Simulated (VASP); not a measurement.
Level of theory: vdW-DF2, VASP's PBE PAW potentials (set 64) (plane waves; VASP).

A VASP calculation is set up with these files.

**INCAR**
```
SYSTEM = Cu
PREC = Accurate; ENCUT = 520; LREAL = .False.
LASPH = .True.
EDIFF = 1E-7; NELM = 100; ALGO = Normal
LMAXMIX = 4
ISMEAR = -5
GGA = ML; LUSE_VDW = .True.; AGGAC = 0.0
ZAB_VDW = -1.8867
ISIF = 2
LWAVE = .False.; LCHARG = .True.; LORBIT = 11
NEDOS = 601
```

### POSCAR
```
Cu
1
    0.0000000000     1.8749700983     1.8749700983
    1.8749700983    -0.0000000000     1.8749700983
    1.8749700983     1.8749700983     0.0000000000
Cu
1
Direct
  0.0000000000   0.0000000000   1.0000000000
```

File KPOINTS:
```
K-points
0
Gamma
  19 19 19
0 0 0
```

POTCAR, in this order: Cu (PBE.64 set). Program: vasp_std.

What VASP printed:

OSZICAR:
```
       N       E                     dE             d eps       ncg     rms          rms(c)
DAV:   1     0.414425193501E+02    0.41443E+02   -0.56822E+03  4018   0.198E+03
DAV:   2    -0.579027434504E+00   -0.42022E+02   -0.39847E+02  3970   0.195E+02
DAV:   3    -0.106742343559E+01   -0.48840E+00   -0.48715E+00  4762   0.308E+01
DAV:   4    -0.107122979014E+01   -0.38064E-02   -0.38058E-02  4832   0.250E+00
DAV:   5    -0.107127994139E+01   -0.50151E-04   -0.50149E-04  4774   0.221E-01    0.674E+00
DAV:   6    -0.737437637328E+00    0.33384E+00   -0.14635E+01  4171   0.879E+01    0.388E+00
DAV:   7    -0.381571188477E+00    0.35587E+00   -0.24372E+00  4219   0.365E+01    0.379E-01
DAV:   8    -0.375531423962E+00    0.60398E-02   -0.11059E-02  5133   0.237E+00    0.339E-01
DAV:   9    -0.373759631663E+00    0.17718E-02   -0.14163E-02  4556   0.252E+00    0.397E-02
DAV:  10    -0.373750059974E+00    0.95717E-05   -0.18311E-04  5247   0.255E-01    0.582E-03
DAV:  11    -0.373756284610E+00   -0.62246E-05   -0.14788E-05  4503   0.690E-02    0.459E-03
DAV:  12    -0.373753693520E+00    0.25911E-05   -0.15782E-06  4546   0.223E-02    0.555E-04
DAV:  13    -0.373753440236E+00    0.25328E-06   -0.96542E-08  4453   0.426E-03    0.113E-04
DAV:  14    -0.373753375158E+00    0.65078E-07   -0.33489E-09  2355   0.699E-04
   1 F= -.37375338E+00 E0= -.37375338E+00  d E =0.000000E+00
```

**OUTCAR**
```
------------------------ aborting loop because EDIFF is reached ----------------------------------------
  FORCE on cell =-STRESS in cart. coord.  units (eV):
  Direction    XX          YY          ZZ          XY          YZ          ZX
  --------------------------------------------------------------------------------------
  Total       -0.0006843     -0.0006843     -0.0006843      0.0000000     -0.0000000      0.0000000
  in kB       -0.0831616     -0.0831616     -0.0831616      0.0000000     -0.0000000      0.0000000
  external PRESSURE =      -0.0831616 kB  Pullay stress =       0.0000000 kB
  volume of cell :       13.18
      direct lattice vectors                 reciprocal lattice vectors
     0.000000000  1.874970098  1.874970098    -0.266670919  0.266670919  0.266670919
     1.874970098  0.000000000  1.874970098     0.266670919 -0.266670919  0.266670919
     1.874970098  1.874970098  0.000000000     0.266670919  0.266670919 -0.266670919
 POSITION                                       TOTAL-FORCE (eV/Angst)
 -----------------------------------------------------------------------------------
      0.00000      0.00000      0.00000        -0.000000      0.000000      0.000000
 -----------------------------------------------------------------------------------
    total drift:                               -0.000000     -0.000000     -0.000000
  FREE ENERGIE OF THE ION-ELECTRON SYSTEM (eV)
  ---------------------------------------------------
  free  energy   TOTEN  =        -0.3737533752 eV

  energy  without entropy=       -0.3737533752  energy(sigma->0) =       -0.37375338

 total charge

# of ion       s       p       d       tot
------------------------------------------
    1        0.435   0.308   9.224   9.967
```
(Selected blocks of OUTCAR.)

For a metal the tetrahedron method with Blöchl corrections gives inexact stress and forces.

The compound is Cu in the fcc structure. It was relaxed first, which changed the volume by +12 %.
